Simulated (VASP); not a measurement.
Calculation: vdW-DF-cx, VASP's PBE PAW potentials (set 64) (plane waves; VASP).

Input for VASP

### INCAR
```
SYSTEM = NiSb
PREC = Accurate; ENCUT = 520; LREAL = .False.
LASPH = .True.
EDIFF = 1E-6; NELM = 100; ALGO = Normal
LMAXMIX = 4
ISMEAR = 1; SIGMA = 0.1
GGA = CX; LUSE_VDW = .True.; AGGAC = 0.0
IBRION = 2; NSW = 60; ISIF = 3
EDIFFG = -0.02
LWAVE = .False.; LCHARG = .False.
```

File POSCAR:
```
NiSb
1
    1.9548608328    -3.3859184447    -0.0000000000
    1.9548608328     3.3859184447    -0.0000000000
    0.0000000000    -0.0000000000     5.1051620218
Ni Sb
2 2
Direct
  0.0000000000   0.0000000000   0.5000000000
  0.0000000000   0.0000000000   0.0000000000
  0.3333330000   0.6666670000   0.2500000000
  0.6666670000   0.3333330000   0.7500000000
```

**KPOINTS**
```
Automatic mesh
0
Gamma
8 8 6
0 0 0
```

POTCAR, in this order: Ni Sb (PBE.64 set). Program: vasp_std.

Unless said otherwise, spin-orbit coupling is left out, though it shifts the bands of the heavy elements here.

Problem. Estimate the energy per atom (σ→0), volume per atom, band gap (on the k-mesh).

Solution. 
```
Property                                                     Value
------------------------  ----------------------------------------
energy per atom (σ→0)                               -2.995 eV/atom
band gap (on the k-mesh)  none (metal, semimetal or under 0.01 eV)
volume per atom                                      17.08 Å³/atom
```

File OSZICAR:
```
...
       N       E                     dE             d eps       ncg     rms          rms(c)
DAV:   1    -0.119788218965E+02   -0.56349E-03   -0.13001E-02  1571   0.943E-01    0.139E-01
DAV:   2    -0.119785503482E+02    0.27155E-03   -0.52605E-04  1765   0.402E-01    0.789E-02
DAV:   3    -0.119785248798E+02    0.25468E-04   -0.55939E-04  1878   0.448E-01    0.892E-02
DAV:   4    -0.119784217791E+02    0.10310E-03   -0.34176E-04  1642   0.345E-01    0.831E-03
DAV:   5    -0.119784226806E+02   -0.90153E-06   -0.19512E-05  1592   0.439E-02    0.423E-03
DAV:   6    -0.119784225526E+02    0.12799E-06   -0.10213E-06   778   0.168E-02
   6 F= -.11978423E+02 E0= -.11978670E+02  d E =-.164471E-03
```

The compound is NiSb in the NiAs type structure. This run relaxes it. Symmetry was kept, so distortions that lower it aren't found. The start is the result of an earlier pass. The run is not spin-polarised, so no magnetic state was tried.
